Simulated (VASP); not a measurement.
Here is the system:

```yaml
crystal:
  lattice:
    - [0.00000, 3.00197, 3.00197]
    - [3.00197, 0.00000, 3.00197]
    - [3.00197, 3.00197, 0.00000]
  atoms:
    - { symbol: Ca, position: [0.00000, 0.00000, 0.00000] }
    - { symbol: Se, position: [0.50000, 0.50000, 0.50000] }
```

Calculation: revTPSS meta-GGA, VASP's PBE PAW potentials (set 64) (plane waves; VASP). Run with 520 eV cut-off, 8×8×8 Γ-centred mesh, Gaussian smearing of 0.050 eV, potentials Ca_sv Se.

Estimate the energy per atom (σ→0), pressure, band gap (on the k-mesh) with the smallest direct gap where there is one.

| Quantity | Value |
|---|---|
| band gap (on the k-mesh) | 2.23 eV |
| smallest direct gap (on the k-mesh) | 3.15 eV |
| energy per atom (σ→0) | -1.313 eV/atom |
| pressure | -13.8 kbar |

Only differences to runs with the same potentials and settings are physical.

The compound is CaSe in the rock salt structure. This cell is one point of a volume scan, at 1.03 of the reference volume.
